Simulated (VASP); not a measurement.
Level of theory: PBE GGA with D4 dispersion, VASP's PBE PAW potentials (set 64) (plane waves; VASP 6.6.1).

VASP input:

POSCAR:
```
PdIn
1
    3.2367560040     0.0000000000     0.0000000000
    0.0000000000     3.2367560040     0.0000000000
    0.0000000000     0.0000000000     3.2367560040
In Pd
1 1
Direct
  0.5000000000   0.5000000000   0.5000000000
  0.0000000000   0.0000000000   0.0000000000
```

**KPOINTS**
```
Regular mesh
0
Gamma
  11 11 11
```

**INCAR**
```
SYSTEM = PdIn
PREC = Accurate
ENCUT = 520
EDIFF = 1E-7
NELM = 100
ALGO = Normal
LREAL = .FALSE.
LASPH = .TRUE.
ISMEAR = 1
SIGMA = 0.1
GGA = PE
IVDW = 13
LMAXMIX = 4
LWAVE = .FALSE.
LCHARG = .FALSE.
ISIF = 2
```

POTCAR, in this order: In_d Pd (PBE.64 set). Program: vasp_std.

What VASP printed:

File OSZICAR:
```
       N       E                     dE             d eps       ncg     rms          rms(c)
DAV:   1     0.160554700186E+03    0.16055E+03   -0.11465E+04  1695   0.202E+03
DAV:   2    -0.126033278990E+01   -0.16182E+03   -0.15775E+03  1715   0.408E+02
DAV:   3    -0.879023885987E+01   -0.75299E+01   -0.74936E+01  2142   0.938E+01
DAV:   4    -0.891215253097E+01   -0.12191E+00   -0.12189E+00  2016   0.114E+01
DAV:   5    -0.891802171617E+01   -0.58692E-02   -0.58691E-02  2516   0.224E+00    0.708E+00
DAV:   6    -0.874070674093E+01    0.17731E+00   -0.42562E-01  2044   0.102E+01    0.336E+00
DAV:   7    -0.870293043819E+01    0.37776E-01   -0.73731E-02  2242   0.558E+00    0.144E+00
DAV:   8    -0.869623993632E+01    0.66905E-02   -0.18685E-02  1953   0.143E+00    0.400E-01
DAV:   9    -0.869550499592E+01    0.73494E-03   -0.19489E-03  2191   0.799E-01    0.526E-02
DAV:  10    -0.869550965175E+01   -0.46558E-05   -0.50631E-05  2308   0.121E-01    0.237E-02
DAV:  11    -0.869551091911E+01   -0.12674E-05   -0.45882E-06  1990   0.241E-02    0.322E-03
DAV:  12    -0.869551129814E+01   -0.37903E-06   -0.39677E-07  2178   0.648E-03    0.284E-03
DAV:  13    -0.869551120916E+01    0.88975E-07   -0.19317E-08  1106   0.170E-03
   1 F= -.96734278E+01 E0= -.96729945E+01  d E =-.129987E-02
```

File OUTCAR:
```
------------------------ aborting loop because EDIFF is reached ----------------------------------------
  Edisp (eV):   -0.97792
  FORCE on cell =-STRESS in cart. coord.  units (eV):
  Direction    XX          YY          ZZ          XY          YZ          ZX
  --------------------------------------------------------------------------------------
  Total       0.83129     0.83129     0.83129    -0.00000     0.00000    -0.00000
  in kB      39.27662    39.27662    39.27662    -0.00000     0.00000    -0.00000
  external pressure =       39.28 kB  Pullay stress =        0.00 kB
  volume of cell :       33.91
      direct lattice vectors                 reciprocal lattice vectors
     3.236756004  0.000000000  0.000000000     0.308951308  0.000000000  0.000000000
     0.000000000  3.236756004  0.000000000     0.000000000  0.308951308  0.000000000
     0.000000000  0.000000000  3.236756004     0.000000000  0.000000000  0.308951308
 POSITION                                       TOTAL-FORCE (eV/Angst)
 -----------------------------------------------------------------------------------
      1.61838      1.61838      1.61838         0.000000      0.000000      0.000000
      0.00000      0.00000      0.00000         0.000000      0.000000      0.000000
 -----------------------------------------------------------------------------------
    total drift:                                0.000000      0.000000     -0.000000
  FREE ENERGIE OF THE ION-ELECTRON SYSTEM (eV)
  ---------------------------------------------------
  free  energy   TOTEN  =        -9.6734277656 eV

  energy  without entropy=       -9.6721278999  energy(sigma->0) =       -9.67299448
```
(Selected blocks of OUTCAR.)

The compound is PdIn in the CsCl type structure. This cell is one point of a volume scan, at 0.97 of the reference volume. The electron count is odd and the run is not spin-polarised, which forces a metal.
